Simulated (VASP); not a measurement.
An input for Quantum ESPRESSO's pw.x (written as the equivalent of a VASP run, and not itself run):

```
&CONTROL
  calculation = 'vc-relax'
  pseudo_dir = './pseudo'
  outdir = './out'
  tprnfor = .true.
  tstress = .true.
  nstep = 50
  forc_conv_thr = 0.00039
/
&SYSTEM
  ibrav = 0
  nat = 2
  ntyp = 2
  ecutwfc = 84
  occupations = 'smearing'
  smearing = 'gaussian'
  degauss = 0.000735
  input_dft = 'pbe'
/
&ELECTRONS
  conv_thr = 7.3e-08
  electron_maxstep = 100
/
&IONS
/
&CELL
/
ATOMIC_SPECIES
  Zn 65.380 Zn.upf
  S 32.060 S.upf
CELL_PARAMETERS angstrom
     0.0000000    2.6500470    2.6500470
     2.6500470    0.0000000    2.6500470
     2.6500470    2.6500470    0.0000000
ATOMIC_POSITIONS crystal
  Zn   0.0000000  0.0000000  0.0000000
  S    0.2500000  0.2500000  0.2500000
K_POINTS automatic
  11 11 11 0 0 0
```

Task: Write the VASP files for the same calculation (PBE).

Result: This is not unique; one that fits is 
**INCAR**
```
! general
SYSTEM =ZnS
PREC   =Accurate
ENCUT  =300
LREAL  =F
LASPH  =T

! electronic loop
EDIFF  =1E-6
NELM   =100
ALGO   =Normal
LMAXMIX=4

! smearing
ISMEAR =0
SIGMA  =0.01

! functional
GGA    =PE

! ions
IBRION =2
NSW    =50
ISIF   =3
EDIFFG =-0.01

! output
LWAVE  =F
LCHARG =F
```

POSCAR:
```
ZnS
1
    0.0000000000     2.6500470000     2.6500470000
    2.6500470000     0.0000000000     2.6500470000
    2.6500470000     2.6500470000     0.0000000000
Zn S
1 1
Direct
  0.0000000000   0.0000000000   0.0000000000
  0.2500000000   0.2500000000   0.2500000000
```

### KPOINTS
```
kpoints
0
gamma
 11 11 11
```

POTCAR, in this order: Zn S (PBE.64 set). Program: vasp_std.

What does not carry over: the potentials are each code's own (VASP's PAW set, PseudoDojo norm-conserving files in pw.x), so ENCUT and ecutwfc are chosen apart and not converted; conv_thr bounds pw.x's estimated SCF error, while EDIFF bounds the energy change between steps; forc_conv_thr acts on force components and is met together with etot_conv_thr.

The structure comes from a computed database's ZnS entry; how it stands against other phases isn't given here. This run relaxes it. Symmetry was kept, so distortions that lower it aren't found. The run is one of a series of settings (EDIFFG = -0.01, IBRION = 2, ISIF = 3, NSW = 50 against the base run), some of them coarse on purpose.
